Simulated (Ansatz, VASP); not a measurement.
# ScAl2Sb2As: VASP beside Ansatz

```
Sc Al Sb As
1.0
     4.05796    0.00000    0.00000
     0.00000    4.05796    0.00000
     0.00000    0.00000    7.57154
Sc Al Sb As
1 2 2 1
Direct
  0.00000 0.00000 0.50000
  0.00000 0.50000 0.50000
  0.50000 0.00000 0.50000
  0.50000 0.50000 0.74875
  0.50000 0.50000 0.25125
  0.00000 0.00000 0.00000
```

Change from the starting cell: species swapped into the Ba2CuSeO2 type (P4/mmm, No. 123).

Alike in both runs: task single point; functional PBE; k mesh 4 × 4 × 2; occupations gaussian, width 0.1 eV; no spin polarisation.

```csv
,VASP,Ansatz
version,VASP 6.6.1,Ansatz 0.2.0
potentials or method,"VASP PAW PBE potentials, release 64 (Sc_sv, Al, Sb, As)","scalar-relativistic, plane waves, PAW"
plane-wave cutoff (eV),520,420
valence electrons in the cell,32,62
```

VASP gave:

```
gap on the k mesh at the Fermi level (eV)       : none
pressure (GPa)                                  : 27.9
largest component of the traceless stress (GPa) : 23.06
rms of the force components (eV/Å)              : 0.617
```

Task: Which values does Ansatz return?

Result: gap on the k mesh at the Fermi level (eV): none; pressure (GPa): 27.6; largest component of the traceless stress (GPa): 23.02; rms of the force components (eV/Å): 0.593.

Atom by atom the forces differ by 0.023 eV/Å (rms over components). A gap of «none» marks a metal or a gap that the smearing closes. With one functional, cell and mesh, what is left measures potentials, basis and numerics. The two sets of potentials don't hold the same shells in valence.

Caveats: the k mesh is coarse (spacing up to 0.41 Å⁻¹), so the values aren't converged; so large a pressure means that the cell lies far from this level's equilibrium, or that cutoff or potentials fall short (VASP); forces of over 1 eV/Å show positions far from the minimum, so gaps and moduli don't describe the material at rest. The runs have no spin-orbit coupling, so splittings on Sb are missing.
